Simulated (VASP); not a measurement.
An input for Ansatz (written as the equivalent of a VASP run, and not itself run):

Ansatz 0.2 input:
```yaml
crystal:
  lattice:
    - [0.0000000, 2.9258400, 2.9258400]
    - [2.9258400, 0.0000000, 2.9258400]
    - [2.9258400, 2.9258400, 0.0000000]
  atoms:
    - { symbol: Al, position: [0.0000000, 0.0000000, 0.0000000] }
    - { symbol: As, position: [0.2500000, 0.2500000, 0.2500000] }
kpoints:
  mp_grid: { grid: [8, 8, 8] }
hamiltonian:
  xc: pbesol
  pseudopotentials: { kind: paw }
scf:
  occupations: { method: gaussian, width: 0.05 }
  max_iter: 100
output: { forces: true, stress: true, eigenvalues: true }
```

Question: Write the VASP files for the same calculation (PBEsol).

Answer: Several could match; the one computed here: 
KPOINTS:
```
Automatic mesh
0
Gamma
8 8 8
0 0 0
```

INCAR:
```
# general
SYSTEM  = AlAs
PREC    = Accurate
ENCUT   = 480
LREAL   = .FALSE.
LASPH   = .TRUE.

# electronic loop
EDIFF   = 1E-7
NELM    = 100
ALGO    = Normal
LMAXMIX = 4

# smearing
ISMEAR  = 0
SIGMA   = 0.05

# functional
GGA     = PS

# ions
ISIF    = 2

# output
LWAVE   = .FALSE.
LCHARG  = .FALSE.
```

**POSCAR**
```
AlAs
4.1377630
  0.0000000000   0.7071067084   0.7071067084
  0.7071067084   0.0000000000   0.7071067084
  0.7071067084   0.7071067084   0.0000000000
Al As
1 1
Cartesian
  0.0000000000   0.0000000000   0.0000000000
  0.3535533542   0.3535533542   0.3535533542
```

POTCAR, in this order: Al As (PBE.64 set). Program: vasp_std.

Limits of the translation: each code has its own PAW files, so the cut-off isn't converted (ENCUT is set for VASP's; basis.ecutwfc is left out, and Ansatz then takes the one that its files recommend); Ansatz stops its SCF on the density residual and VASP on the energy change (EDIFF).

The compound is AlAs in the zinc blende structure. This cell was strained or had an atom moved on purpose.
